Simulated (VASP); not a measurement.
# SrTiO3 under biaxial strain, part 2 of 2

How does SrTiO3 answer to strain in the plane, when the third axis is free? The starting structure is a measured crystal structure from the Crystallography Open Database. All runs use LDA. The equilibrium cell comes from relaxations that aren't shown. Its Cartesian x and y axes are then stretched or squeezed alike, and the third axis is relaxed.

VASP 6.6.1.

Results so far: no strain 0.0 GPa; -2 % along x and y 6.4 GPa; +2 % along x and y -5.2 GPa.

## (5) Relaxation at -1 % along x and y

Level of this step: LDA; plane waves and PAW (Sr_sv, Ti_sv, O) (VASP).

This run starts from the cell of an earlier relaxation, which isn't shown; the restart sets up the plane waves anew.

INCAR

```
SYSTEM = SrTiO3
PREC = Accurate
ENCUT = 560
EDIFF = 1E-07
NELM = 100
ISMEAR = 0
SIGMA = 0.03
LREAL = .FALSE.
ALGO = Normal
GGA = CA
NBANDS = 26
LASPH = .TRUE.
LORBIT = 11
LWAVE = .FALSE.
LCHARG = .FALSE.
KPAR = 8
IBRION = 2
NSW = 50
ISIF = 3
EDIFFG = -0.003
LATTICE_CONSTRAINTS = .FALSE. .FALSE. .TRUE.
```

POSCAR

```
SrTiO3
1.0
    3.8221920531      0.0000000000      0.0000000000
    0.0000000000      3.8221920531      0.0000000000
    0.0000000000      0.0000000000      3.8833575071
Sr Ti O
1 1 3
Direct
    0.5000000000      0.5000000000      0.5000000000
    0.0000000000      0.0000000000      0.0000000000
    0.5000000000      0.0000000000      0.0000000000
    0.0000000000      0.5000000000      0.0000000000
    0.0000000000      0.0000000000      0.5000000000
```

KPOINTS

```
Automatic mesh
0
Gamma
6 6 6
0 0 0
```

Potentials, in the order of the species: Sr_sv, Ti_sv and O (LDA family, release 64).

The run is started by

```bash
$ mpirun -np 8 vasp_std
```

Log:

```text
[... set-up lines as in an earlier step ...]
 entering main loop
       N       E                     dE             d eps       ncg     rms          rms(c)
DAV:   1     0.446045634309E+03    0.44605E+03   -0.21999E+04  2080   0.177E+03
DAV:   2    -0.970341367302E+01   -0.45575E+03   -0.44115E+03  2466   0.474E+02
DAV:   3    -0.513833052829E+02   -0.41680E+02   -0.41174E+02  2406   0.144E+02
DAV:   4    -0.539684989577E+02   -0.25852E+01   -0.25821E+01  3510   0.300E+01
[...]
DAV:  15    -0.441620126365E+02    0.22607E-05   -0.15616E-05  2886   0.338E-02    0.495E-03
DAV:  16    -0.441620126726E+02   -0.36175E-07   -0.13399E-06  2558   0.957E-03    0.173E-03
DAV:  17    -0.441620126422E+02    0.30484E-07   -0.10456E-07  1478   0.290E-03
   1 F= -.44162013E+02 E0= -.44162013E+02  d E =-.441620E+02
[...]
reached required accuracy - stopping structural energy minimisation
```

Wall time 15 s (8 MPI ranks of Intel Xeon Platinum 8259CL at 2.50GHz (Skylake/Cascade Lake), shared host); peak memory 1.6 GiB; 89 s of CPU time.

OUTCAR, selected parts (step 5):

```text
  Total        1.6042052      1.6042052      0.0044195      0.0000000      0.0000000      0.0000000
  in kB       45.3041641     45.3041641      0.1248099      0.0000000      0.0000000      0.0000000
  external PRESSURE =      30.2443794 kB  Pullay stress =       0.0000000 kB

 POSITION                                       TOTAL-FORCE (eV/Angst)
 -----------------------------------------------------------------------------------
      1.91110      1.91110      1.94168         0.000000      0.000000      0.000000
      0.00000      0.00000      0.00000         0.000000      0.000000      0.000000
      1.91110      0.00000      0.00000         0.000000      0.000000      0.000000
      0.00000      1.91110      0.00000         0.000000      0.000000      0.000000
      0.00000      0.00000      1.94168         0.000000      0.000000      0.000000
 -----------------------------------------------------------------------------------
    total drift:                                0.000000     -0.000000      0.000000

  FREE ENERGIE OF THE ION-ELECTRON SYSTEM (eV)
  ---------------------------------------------------
  free  energy   TOTEN  =       -44.1620126422 eV

  energy  without entropy=      -44.1620126422  energy(sigma->0) =      -44.16201264

[... 2 parts as in an earlier step ...]

[... 2 further parts left out ...]
[key lines of the parts left out:]
E-fermi :   4.5207
```

-1 % along x and y: 11.347 Å³ an atom and a mean stress of 3.02 GPa, with a third cell vector of 3.883 Å, and 1.791 eV of gap on the mesh. The mode run on this cell, not shown, finds imaginary modes, so the symmetric cell is a saddle point here, unless the settings are too coarse.

## (6) Relaxation at +1 % along x and y

This run starts from the cell of an earlier relaxation, which isn't shown; the restart sets up the plane waves anew.

INCAR is that of step 5.

POSCAR: that of step 5 with these lines changed.

```diff
@@ -2,5 +2,5 @@
 1.0
-    3.8221920531      0.0000000000      0.0000000000
-    0.0000000000      3.8221920531      0.0000000000
-    0.0000000000      0.0000000000      3.8833575071
+    3.8994080541      0.0000000000      0.0000000000
+    0.0000000000      3.8994080541      0.0000000000
+    0.0000000000      0.0000000000      3.8397224274
 Sr Ti O
```

KPOINTS is that of step 5.

The run is started by

```bash
$ mpirun -np 8 vasp_std
```

Log:

```text
[... set-up lines as in an earlier step ...]
 entering main loop
       N       E                     dE             d eps       ncg     rms          rms(c)
DAV:   1     0.442182295345E+03    0.44218E+03   -0.21997E+04  2080   0.176E+03
DAV:   2    -0.102332041731E+02   -0.45242E+03   -0.43855E+03  2440   0.475E+02
DAV:   3    -0.514955291349E+02   -0.41262E+02   -0.41050E+02  2346   0.143E+02
DAV:   4    -0.540889512651E+02   -0.25934E+01   -0.25904E+01  3576   0.300E+01
[...]
DAV:  15    -0.441657971271E+02    0.28397E-05   -0.47144E-05  2824   0.591E-02    0.126E-02
DAV:  16    -0.441657959634E+02    0.11637E-05   -0.53749E-06  2646   0.270E-02    0.181E-03
DAV:  17    -0.441657959630E+02    0.46202E-09   -0.48274E-07  2548   0.630E-03
   1 F= -.44165796E+02 E0= -.44165796E+02  d E =-.441658E+02
[...]
N       E                     dE             d eps       ncg     rms          rms(c)
DAV:   1    -0.441658121807E+02   -0.16217E-04   -0.67118E-04  2368   0.252E-01    0.348E-02
DAV:   2    -0.441657999938E+02    0.12187E-04   -0.47731E-05  2452   0.683E-02    0.141E-02
DAV:   3    -0.441657966617E+02    0.33321E-05   -0.14353E-05  2760   0.252E-02    0.524E-03
DAV:   4    -0.441657965438E+02    0.11796E-06   -0.26052E-06  2956   0.100E-02    0.461E-03
DAV:   5    -0.441657965349E+02    0.88703E-08   -0.27929E-07  2074   0.629E-03
   2 F= -.44165797E+02 E0= -.44165797E+02  d E =-.571944E-06
 trial-energy change:   -0.000001  1 .order   -0.000002   -0.000004   -0.000000
 step:   1.0693(harm=  1.0693)  dis= 0.00000  next Energy=   -44.165798 (dE=-0.219E-05)
 reached required accuracy - stopping structural energy minimisation
```

Elapsed: 27 s, on 8 MPI ranks; peak memory 1.6 GiB.

OUTCAR, selected parts (step 6):

```text
  Total       -1.4866321     -1.4866321     -0.0013352      0.0000000     -0.0000000      0.0000000
  in kB      -40.8040442    -40.8040442     -0.0366484      0.0000000     -0.0000000      0.0000000
  external PRESSURE =     -27.2149123 kB  Pullay stress =       0.0000000 kB

 POSITION                                       TOTAL-FORCE (eV/Angst)
 -----------------------------------------------------------------------------------
      1.94970      1.94970      1.91948         0.000000      0.000000      0.000000
      0.00000      0.00000      0.00000         0.000000      0.000000      0.000000
      1.94970      0.00000      0.00000         0.000000      0.000000      0.000000
      0.00000      1.94970      0.00000         0.000000      0.000000      0.000000
      0.00000      0.00000      1.91948         0.000000      0.000000      0.000000
 -----------------------------------------------------------------------------------
    total drift:                                0.000000     -0.000000      0.000000

  FREE ENERGIE OF THE ION-ELECTRON SYSTEM (eV)
  ---------------------------------------------------
  free  energy   TOTEN  =       -44.1657965349 eV

  energy  without entropy=      -44.1657965349  energy(sigma->0) =      -44.16579653

[... 2 parts as in an earlier step ...]

[... 2 further parts left out ...]
[key lines of the parts left out:]
E-fermi :   4.3362
```

+1 % along x and y: 11.675 Å³ an atom and a mean stress of -2.72 GPa, with a third cell vector of 3.839 Å, and 1.753 eV of gap on the mesh. The mode run on this cell, not shown, finds imaginary modes, so the symmetric cell is a saddle point here, unless the settings are too coarse.

## (7) Relaxation at -3 % along x and y

This run starts from the cell of an earlier relaxation, which isn't shown; the restart sets up the plane waves anew.

INCAR is that of step 6.

POSCAR: that of step 6 with these lines changed.

```diff
@@ -2,5 +2,5 @@
 1.0
-    3.8994080541      0.0000000000      0.0000000000
-    0.0000000000      3.8994080541      0.0000000000
-    0.0000000000      0.0000000000      3.8397224274
+    3.7449760520      0.0000000000      0.0000000000
+    0.0000000000      3.7449760520      0.0000000000
+    0.0000000000      0.0000000000      3.9333477266
 Sr Ti O
```

KPOINTS is that of step 6.

The run is started by

```bash
$ mpirun -np 8 vasp_std
```

Log:

```text
[... set-up lines as in an earlier step ...]
 entering main loop
       N       E                     dE             d eps       ncg     rms          rms(c)
DAV:   1     0.453565023542E+03    0.45357E+03   -0.22071E+04  2080   0.178E+03
DAV:   2    -0.990232082160E+01   -0.46347E+03   -0.44809E+03  2452   0.483E+02
DAV:   3    -0.513957125885E+02   -0.41493E+02   -0.41262E+02  2402   0.145E+02
DAV:   4    -0.537088250573E+02   -0.23131E+01   -0.23100E+01  3512   0.293E+01
[...]
DAV:  15    -0.440213261392E+02   -0.39872E-06   -0.39450E-06  2648   0.143E-02    0.634E-03
DAV:  16    -0.440213261159E+02    0.23314E-07   -0.13982E-06  2544   0.924E-03    0.154E-03
DAV:  17    -0.440213260694E+02    0.46482E-07   -0.18176E-07  1744   0.455E-03
   1 F= -.44021326E+02 E0= -.44021326E+02  d E =-.440213E+02
[...]
reached required accuracy - stopping structural energy minimisation
```

Elapsed: 14 s, on 8 MPI ranks; peak memory 1.6 GiB; 83 s of CPU time.

Parts of OUTCAR (step 7):

```text
  Total        5.2401992      5.2401992     -0.0040428      0.0000000      0.0000000      0.0000000
  in kB      152.1941456    152.1941456     -0.1174171      0.0000000      0.0000000      0.0000000
  external PRESSURE =     101.4236247 kB  Pullay stress =       0.0000000 kB

 POSITION                                       TOTAL-FORCE (eV/Angst)
 -----------------------------------------------------------------------------------
      1.87249      1.87249      1.96667         0.000000      0.000000      0.000000
      0.00000      0.00000      0.00000         0.000000      0.000000      0.000000
      1.87249      0.00000      0.00000         0.000000      0.000000      0.000000
      0.00000      1.87249      0.00000         0.000000      0.000000      0.000000
      0.00000      0.00000      1.96667         0.000000      0.000000      0.000000
 -----------------------------------------------------------------------------------
    total drift:                                0.000000     -0.000000      0.000000

  FREE ENERGIE OF THE ION-ELECTRON SYSTEM (eV)
  ---------------------------------------------------
  free  energy   TOTEN  =       -44.0213260694 eV

  energy  without entropy=      -44.0213260694  energy(sigma->0) =      -44.02132607

[... 2 parts as in an earlier step ...]

[... 2 further parts left out ...]
[key lines of the parts left out:]
E-fermi :   4.9130
```

-3 % along x and y: 11.033 Å³ an atom and a mean stress of 10.14 GPa, with a third cell vector of 3.933 Å, and 1.751 eV of gap on the mesh. The mode run on this cell, not shown, finds imaginary modes, so the symmetric cell is a saddle point here, unless the settings are too coarse.

## (8) Relaxation at +3 % along x and y

This run starts from the cell of an earlier relaxation, which isn't shown; the restart sets up the plane waves anew.

INCAR is that of step 7.

POSCAR: that of step 7 with these lines changed.

```diff
@@ -2,5 +2,5 @@
 1.0
-    3.7449760520      0.0000000000      0.0000000000
-    0.0000000000      3.7449760520      0.0000000000
-    0.0000000000      0.0000000000      3.9333477266
+    3.9766240552      0.0000000000      0.0000000000
+    0.0000000000      3.9766240552      0.0000000000
+    0.0000000000      0.0000000000      3.8003456412
 Sr Ti O
```

KPOINTS is that of step 7.

The run is started by

```bash
$ mpirun -np 8 vasp_std
```

Log:

```text
[... set-up lines as in an earlier step ...]
 entering main loop
       N       E                     dE             d eps       ncg     rms          rms(c)
DAV:   1     0.443776135417E+03    0.44378E+03   -0.21938E+04  2080   0.176E+03
DAV:   2    -0.791448985319E+01   -0.45169E+03   -0.43672E+03  2424   0.473E+02
DAV:   3    -0.516987238798E+02   -0.43784E+02   -0.43464E+02  2452   0.145E+02
DAV:   4    -0.540869020878E+02   -0.23882E+01   -0.23848E+01  3512   0.295E+01
[...]
DAV:  15    -0.440571389973E+02    0.56742E-05   -0.15336E-05  2800   0.268E-02    0.856E-03
DAV:  16    -0.440571384398E+02    0.55758E-06   -0.52036E-06  2530   0.134E-02    0.187E-03
DAV:  17    -0.440571384794E+02   -0.39626E-07   -0.39387E-07  2294   0.407E-03
   1 F= -.44057138E+02 E0= -.44057138E+02  d E =-.440571E+02
[...]
reached required accuracy - stopping structural energy minimisation
```

Run time: 14 s. Hardware: 8 MPI ranks; peak memory 1.7 GiB.

OUTCAR, selected parts (step 8):

```text
  Total       -4.1311522     -4.1311522     -0.0021317      0.0000000     -0.0000000      0.0000000
  in kB     -110.1360780   -110.1360780     -0.0568321      0.0000000     -0.0000000      0.0000000
  external PRESSURE =     -73.4429960 kB  Pullay stress =       0.0000000 kB

 POSITION                                       TOTAL-FORCE (eV/Angst)
 -----------------------------------------------------------------------------------
      1.98831      1.98831      1.90017         0.000000      0.000000      0.000000
      0.00000      0.00000      0.00000         0.000000      0.000000      0.000000
      1.98831      0.00000      0.00000         0.000000      0.000000      0.000000
      0.00000      1.98831      0.00000         0.000000      0.000000      0.000000
      0.00000      0.00000      1.90017         0.000000      0.000000      0.000000
 -----------------------------------------------------------------------------------
    total drift:                                0.000000      0.000000     -0.000000

  FREE ENERGIE OF THE ION-ELECTRON SYSTEM (eV)
  ---------------------------------------------------
  free  energy   TOTEN  =       -44.0571384794 eV

  energy  without entropy=      -44.0571384794  energy(sigma->0) =      -44.05713848

[... 2 parts as in an earlier step ...]

[... 2 further parts left out ...]
[key lines of the parts left out:]
E-fermi :   4.1033
```

+3 % along x and y: 12.019 Å³ an atom and a mean stress of -7.34 GPa, with a third cell vector of 3.800 Å, and 1.662 eV of gap on the mesh. The mode run on this cell, not shown, finds imaginary modes, so the symmetric cell is a saddle point here, unless the settings are too coarse.

## (9) Comparison

| run | volume (Å³/atom) | mean stress, as a pressure (GPa) | third cell vector (Å) | gap on the mesh (eV) | core minutes |
| --- | --- | --- | --- | --- | --- |
| -3 % along x and y | 11.033 | 10.14 | 3.933 | 1.751 | 1.92 |
| -2 % along x and y | 11.188 | 6.39 | 3.908 | 1.772 | 1.73 |
| -1 % along x and y | 11.347 | 3.02 | 3.883 | 1.791 | 1.95 |
| no strain | 11.51 | -0.01 | 3.861 | 1.807 | 1.2 |
| +1 % along x and y | 11.675 | -2.72 | 3.839 | 1.753 | 3.6 |
| +2 % along x and y | 11.845 | -5.16 | 3.819 | 1.704 | 1.89 |
| +3 % along x and y | 12.019 | -7.34 | 3.8 | 1.662 | 1.92 |

Core minutes are wall time times ranks of the run shown, on a shared host.

## (10) What came out

* mean stress, as a pressure at -3 % along x and y: 10.14 GPa
* mean stress, as a pressure at -2 % along x and y: 6.39 GPa
* mean stress, as a pressure at -1 % along x and y: 3.02 GPa
* mean stress, as a pressure at no strain: -0.01 GPa
* mean stress, as a pressure at +1 % along x and y: -2.72 GPa
* mean stress, as a pressure at +2 % along x and y: -5.16 GPa
* mean stress, as a pressure at +3 % along x and y: -7.34 GPa

From -3 % along x and y to +3 % along x and y the third cell vector of SrTiO3 goes from 3.933 to 3.800 Å and the volume from 11.03 to 12.02 Å³ an atom. The gap on the mesh doesn't change in one direction: 1.75, 1.77, 1.79, 1.81, 1.75, 1.70, 1.66 eV. Semilocal functionals give gaps that are too small, spin-orbit coupling is left out, and the mesh may miss the true band edges, by more at some strains than at others. Where bands change their order, the gap's trend can turn. The unshown mode runs find imaginary modes at -3 % along x and y, -2 % along x and y, -1 % along x and y, +1 % along x and y, +2 % along x and y and +3 % along x and y, so there the symmetric cell is a saddle point, unless the settings are too coarse. Other points of the zone weren't tested. Further runs on this material are not shown.

[Lines on the potential files, build, host, timing and source positions are cut from VASP's logs without a mark.]

[Logs are printed without paths, hosts, clocks, repeated set-up lines and the standing remarks that a program may print on its own settings, such as how far it seeks lower states.]

[Hosts, paths, dates, database ids (printed as entryN), source tags and the programs' standing remarks are cut or masked in the printed files.]
